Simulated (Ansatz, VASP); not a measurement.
## Two plane-wave programs on TaRu

File INCAR:

```
PREC     = Accurate       # precision mode
ENCUT    = 520            # plane-wave cutoff, eV
EDIFF    = 1E-7           # SCF threshold, eV
ISMEAR   = 0              # smearing method
SIGMA    = 0.1            # smearing width, eV
LREAL    = False          # projectors in reciprocal space
LASPH    = True           # aspherical terms in the spheres
NELM     = 100            # most SCF steps
ALGO     = Normal         # electronic algorithm
ISIF     = 2              # what is computed and relaxed
LWAVE    = False          # write WAVECAR
LCHARG   = False          # write CHGCAR
NBANDS   = 20             # bands
```

The input KPOINTS:

```
Automatic mesh
0
Gamma
  6 6 4
```

File POSCAR:

```
TaRu
1.0
    1.6541220000     -2.3416130000      0.0000000000
    1.6541220000      2.3416130000      0.0000000000
    0.0000000000      0.0000000000      4.1624230000
Ta Ru
1 1
Direct
    0.5000000000      0.5000000000      0.5000000000
    0.0000000000      0.0000000000      0.0000000000
```

Input for Ansatz:

```yaml
crystal:
  lattice:
    - [1.654122, -2.341613, 0.0]
    - [1.654122, 2.341613, 0.0]
    - [0.0, 0.0, 4.162423]
  atoms:
    - { symbol: Ta, position: [0.5, 0.5, 0.5] }
    - { symbol: Ru, position: [0.0, 0.0, 0.0] }
basis:
  ecutwfc: 420
kpoints:
  mp_grid: { grid: [6, 6, 4] }
hamiltonian:
  xc: lda
scf:
  occupations: { method: gaussian, width: 0.1 }
output:
  forces: true
  stress: true
  eigenvalues: true
```

The cell comes from a database or a generator and needn't be the stable form of this composition.

Alike in both runs: task single point; functional LDA; k mesh 6 × 6 × 4; occupations gaussian, width 0.1 eV; no spin polarisation.

```csv
,VASP,Ansatz
version,VASP 6.6.1,Ansatz 0.2.0
potentials or method,"VASP PAW LDA potentials, release 64 (Ta_pv, Ru_pv)","scalar-relativistic, plane waves, PAW"
plane-wave cutoff (eV),520,420
valence electrons in the cell,25,29
```

Ansatz gave:

```
gap on the k mesh at the Fermi level (eV)       : none
pressure (GPa)                                  : -13.6
largest component of the traceless stress (GPa) : 1.47
```

Problem. Estimate VASP's values.

Solution. gap on the k mesh at the Fermi level (eV): none; pressure (GPa): -12.8; largest component of the traceless stress (GPa): 1.44.

A gap of «none» marks a metal or a gap that the smearing closes. The two sets of potentials don't hold the same shells in valence.

Caveats: the k mesh is coarse (spacing up to 0.39 Å⁻¹), so the values aren't converged. The runs have no spin-orbit coupling, so splittings on Ta are missing.
